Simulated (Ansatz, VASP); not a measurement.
SrC2: VASP beside Ansatz

```
CELL_PARAMETERS angstrom
2.51733 1.45338 2.49120
-2.51733 1.45338 2.49120
0.00000 -2.90676 2.49120
ATOMIC_POSITIONS crystal
Sr 0.00000 0.00000 0.00000
C 0.59156 0.59156 0.59156
C 0.40844 0.40844 0.40844
```

Change from the starting cell: strain +0.000 along x and y, +0.080 along z, atoms carried along.

Alike in both runs: task single point; functional LDA; k mesh 9 × 9 × 9; occupations gaussian, width 0.05 eV; no spin polarisation.

|  | VASP | Ansatz |
| --- | --- | --- |
| version | VASP 6.6.1 | Ansatz 0.2.0 |
| potentials or method | VASP PAW LDA potentials, release 64 (Sr_sv, C) | scalar-relativistic, plane waves, PAW |
| plane-wave cutoff (eV) | 520 | 420 |
| valence electrons in the cell | 18 | 18 |

Ansatz gave:

| Quantity | Value |
| --- | --- |
| gap on the k mesh at the Fermi level (eV) | 1.58 |
| least direct gap on the mesh (eV) | 2.12 |
| pressure (GPa) | -15.3 |
| largest component of the traceless stress (GPa) | 17.16 |
| rms of the force components (eV/Å) | 2.605 |

Which values does VASP return?

gap on the k mesh at the Fermi level (eV): 1.56; least direct gap on the mesh (eV): 2.11; pressure (GPa): -15.0; largest component of the traceless stress (GPa): 17.00; rms of the force components (eV/Å): 2.570.

Atom by atom the forces differ by 0.036 eV/Å (rms over components).

Caveats: so large a pressure means that the cell lies far from this level's equilibrium, or that cutoff or potentials fall short (VASP); an odd mesh through Γ misses points on the zone boundary, where band edges often lie; forces of over 1 eV/Å show positions far from the minimum, so gaps and moduli don't describe the material at rest.
